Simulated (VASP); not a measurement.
Computed with r2SCAN meta-GGA, VASP's PBE PAW potentials (set 64) (plane waves; VASP).

VASP ran on this input.

### INCAR
```
SYSTEM = Li(100) slab
PREC = Normal; ENCUT = 450; LREAL = F
LASPH = T
EDIFF = 1E-6; NELM = 100; NELMIN = 4
ALGO = Normal; LMIXTAU = T
ISMEAR = 1; SIGMA = 0.1
METAGGA = R2SCAN
LWAVE = F; LCHARG = F; LORBIT = 11
LVHAR = T
DIPOL = 0.5 0.5 0.5
LDIPOL = T; IDIPOL = 3
```

KPOINTS:
```
Regular mesh
0
Gamma
  8 8 1
```

**POSCAR**
```
Li(100) slab
1
    3.4670138053     0.0000000000     0.0000000000
    0.0000000000     3.4670138053     0.0000000000
    0.0000000000     0.0000000000    25.3022468828
Li
6
Direct
  0.5000000000   1.0000000000   0.3262058138
  1.0000000000   0.5000000000   0.3977073587
  0.5000000000   1.0000000000   0.4655724217
  0.0000000000   0.5000000000   0.5344275783
  0.5000000000   1.0000000000   0.6022926413
  0.0000000000   0.5000000000   0.6737941862
```

POTCAR, in this order: Li_sv (PBE.64 set). Program: vasp_std. Read from the step before: WAVECAR.

Output of the run:

OUTCAR:
```
 ion  position               nearest neighbor table
   1  0.500  0.000  0.326-
   2  0.000  0.500  0.398-
   3  0.500  0.000  0.466-
   4  0.000  0.500  0.534-
   5  0.500  0.000  0.602-
   6  0.000  0.500  0.674-
  LATTYP: Found a simple tetragonal cell.
 ALAT       =     3.4670138053
 C/A-ratio  =     7.2979942693
 Subroutine PRICEL returns:
 Original cell was already a primitive cell.
 Subroutine GETGRP returns: Found 16 space group operations
The static configuration has the point symmetry D_2d.
 The point group associated with its full space group is D_4h.
The dynamic configuration has the point symmetry D_2d.
 Subroutine INISYM returns: Found 16 space group operations
 Subroutine IBZKPT returns following result:
 Found     15 irreducible k-points:

 Following reciprocal coordinates:
            Coordinates               Weight
  0.000000  0.000000  0.000000      1.000000
  0.125000  0.000000  0.000000      4.000000
  0.250000  0.000000  0.000000      4.000000
  0.375000  0.000000  0.000000      4.000000
  0.500000  0.000000  0.000000      2.000000
  0.125000  0.125000  0.000000      4.000000
  0.250000  0.125000  0.000000      8.000000
  0.375000  0.125000  0.000000      8.000000
  0.500000  0.125000  0.000000      4.000000
  0.250000  0.250000  0.000000      4.000000
  0.375000  0.250000  0.000000      8.000000
  0.500000  0.250000  0.000000      4.000000
  0.375000  0.375000  0.000000      4.000000
  0.500000  0.375000  0.000000      4.000000
  0.500000  0.500000  0.000000      1.000000
   k-points           NKPTS =     15   k-points in BZ     NKDIM =     15   number of bands    NBANDS=     13
   number of dos      NEDOS =    301   number of ions     NIONS =      6
   total plane-waves  NPLWV =  45360
   dimension x,y,z NGX =    18 NGY =   18 NGZ =  140
   dimension x,y,z NGXF=    36 NGYF=   36 NGZF=  280
   ions per type =               6
   PREC   = normal    normal or accurate (medium, high low for compatibility)
   ISTART =      1    job   : 0-new  1-cont  2-samecut
   ICHARG =      0    charge: 1-file 2-atom 10-const
   ISPIN  =      1    spin polarized calculation?
   LNONCOLLINEAR =      F non collinear calculations
   LSORBIT =      F    spin-orbit coupling
   INIWAV =      1    electr: 0-lowe 1-rand  2-diag
   ENCUT  =  450.0 eV  33.07 Ry    5.75 a.u.   6.00  6.00 43.76*2*pi/ulx,y,z
   NELM   =    100;   NELMIN=  4; NELMDL=  0     # of ELM steps
   EDIFF  = 0.1E-05   stopping-criterion for ELM
   LREAL  =      F    real-space projection
   NLSPLINE    = F    spline interpolate recip. space projectors
   LMAXMIX     =    2 max onsite mixed and CHGCAR
   VOSKOWN=      0    Vosko Wilk Nusair interpolation
   EDIFFG = 0.1E-04   stopping-criterion for IOM
   NSW    =      0    number of steps for IOM
   NBLOCK =      1;   KBLOCK =      1    inner block; outer block
   IBRION =     -1    ionic relax: 0-MD 1-quasi-New 2-CG
   NFREE  =      0    steps in history (QN), initial steepest desc. (CG)
   ISIF   =      2    stress and relaxation
   ISYM   =      2    0-nonsym 1-usesym 2-fastsym
   TEIN   =    0.0    initial temperature
   TEBEG  =    0.0;   TEEND  =   0.0 temperature during run
   SMASS  =  -3.00    Nose mass-parameter (am)
   PSTRESS=    0.0 pullay stress
   NELECT =      18.0000    total number of electrons
   EFERMI =   0.00;   METHOD = LEGACY
   ISMEAR =     1;   SIGMA  =   0.10  broadening in eV -4-tet -1-fermi 0-gaus
   IALGO  =     38    algorithm
   LDIAG  =      T    sub-space diagonalisation (order eigenvalues)
   IMIX   =      4    mixing-type and parameters
     AMIX     =   0.40;   BMIX     =  1.00
...
```

### OSZICAR
```
       N       E                     dE             d eps       ncg     rms          rms(c)
DAV:   1    -0.135917966002E+02   -0.13592E+02   -0.10450E-04   415   0.984E-02    0.444E-03
DAV:   2    -0.135917772438E+02    0.19356E-04   -0.50218E-05   540   0.368E-02    0.236E-03
DAV:   3    -0.135917778506E+02   -0.60677E-06   -0.42206E-06   383   0.242E-02    0.127E-03
DAV:   4    -0.135917631694E+02    0.14681E-04   -0.36369E-06   389   0.260E-02    0.584E-04
DAV:   5    -0.135917832552E+02   -0.20086E-04   -0.13850E-06   270   0.151E-02    0.326E-04
DAV:   6    -0.135917757722E+02    0.74830E-05   -0.20761E-06   350   0.187E-02    0.246E-04
DAV:   7    -0.135917774470E+02   -0.16748E-05   -0.21062E-06   366   0.245E-02    0.297E-04
DAV:   8    -0.135917884927E+02   -0.11046E-04   -0.11929E-06   297   0.176E-02    0.203E-04
DAV:   9    -0.135917868904E+02    0.16023E-05   -0.10748E-07   250   0.424E-03    0.139E-04
DAV:  10    -0.135917729101E+02    0.13980E-04   -0.85679E-07   265   0.135E-02    0.955E-05
DAV:  11    -0.135917777466E+02   -0.48365E-05   -0.42430E-07   265   0.883E-03    0.838E-05
DAV:  12    -0.135917780920E+02   -0.34534E-06   -0.11006E-07   255   0.353E-03
   1 F= -.13591778E+02 E0= -.13591443E+02  d E =-.100528E-02
```

### OUTCAR
```
------------------------ aborting loop because EDIFF is reached ----------------------------------------
  FORCE on cell =-STRESS in cart. coord.  units (eV):
  Direction    XX          YY          ZZ          XY          YZ          ZX
  --------------------------------------------------------------------------------------
  Total       -1.8963449     -1.8963449     -0.0744702      0.0000000      0.0000000      0.0000000
  in kB       -9.9898202     -9.9898202     -0.3923043      0.0000000      0.0000000      0.0000000
  external PRESSURE =      -6.7906482 kB  Pullay stress =       0.0000000 kB
  volume of cell :      304.14
      direct lattice vectors                 reciprocal lattice vectors
     3.467013805  0.000000000  0.000000000     0.288432656  0.000000000  0.000000000
     0.000000000  3.467013805  0.000000000     0.000000000  0.288432656  0.000000000
     0.000000000  0.000000000 25.302246883     0.000000000  0.000000000  0.039522182
 POSITION                                       TOTAL-FORCE (eV/Angst)
 -----------------------------------------------------------------------------------
      1.73351      0.00000      8.25374        -0.000000      0.000000      0.007441
      0.00000      1.73351     10.06289         0.000000      0.000000      0.000422
      1.73351      0.00000     11.78003         0.000000      0.000000      0.004596
      0.00000      1.73351     13.52222        -0.000000     -0.000000     -0.004596
      1.73351      0.00000     15.23936         0.000000      0.000000     -0.000422
      0.00000      1.73351     17.04851         0.000000     -0.000000     -0.007441
 -----------------------------------------------------------------------------------
    total drift:                                0.000000      0.000000      0.000000
  FREE ENERGIE OF THE ION-ELECTRON SYSTEM (eV)
  ---------------------------------------------------
  free  energy   TOTEN  =       -13.5917780920 eV

  energy  without entropy=      -13.5907728157  energy(sigma->0) =      -13.59144300

 total charge

# of ion       s       p       d       tot
------------------------------------------
    1        2.024   0.011   0.000   2.035
    2        2.025   0.015   0.000   2.041
    3        2.027   0.015   0.000   2.042
    4        2.027   0.015   0.000   2.042
    5        2.025   0.015   0.000   2.041
    6        2.024   0.011   0.000   2.035
--------------------------------------------------
tot         12.153   0.083   0.000  12.236
```
(Selected blocks of OUTCAR.)

**OUTCAR**
```
 val. band max:       -1.4536530385   @ k =   0.3750   0.2500   0.0000

 cond. band min:      -1.3524688118   @ k =   0.5000   0.3750   0.0000


 Fermi energy:        -1.4385857257

 k-point     1 :       0.0000    0.0000    0.0000
  band No.  band energies     occupation
      1     -50.4460      2.00000
      2     -50.4460      2.00000
      3     -49.7534      2.00000
      4     -49.7481      2.00000
      5     -49.7367      2.00000
      6     -49.7268      2.00000
      7      -5.0949      2.00000
      8      -4.4808      2.00000
      9      -3.5146      2.00000
     10      -2.2814      2.00000
     11      -1.0846     -0.00001
     12       0.1706     -0.00000
     13       1.4169      0.00000

 k-point     2 :       0.1250    0.0000    0.0000
  band No.  band energies     occupation
      1     -50.4457      2.00000
      2     -50.4457      2.00000
      3     -49.7523      2.00000
      4     -49.7476      2.00000
      5     -49.7368      2.00000
      6     -49.7275      2.00000
      7      -4.9371      2.00000
      8      -4.3234      2.00000
      9      -3.3558      2.00000
     10      -2.1217      2.00000
     11      -0.9192     -0.00000
     12       0.3307     -0.00000
     13       1.5758      0.00000

 k-point     3 :       0.2500    0.0000    0.0000
  band No.  band energies     occupation
      1     -50.4452      2.00000
      2     -50.4452      2.00000
      3     -49.7493      2.00000
      4     -49.7461      2.00000
      5     -49.7371      2.00000
      6     -49.7296      2.00000
      7      -4.4621      2.00000
      8      -3.8485      2.00000
      9      -2.8867      2.00000
     10      -1.6714      2.00482
     11      -0.5166     -0.00000
     12       0.4240     -0.00000
     13       1.2574      0.00000

 k-point     4 :       0.3750    0.0000    0.0000
  band No.  band energies     occupation
      1     -50.4447      2.00000
      2     -50.4447      2.00000
      3     -49.7456      2.00000
...
```

At this cut-off the stress carries a Pulay error, which pulls relaxed volumes low.

The cell is a thin slab with vacuum, built from Li (bcc): (100) face.
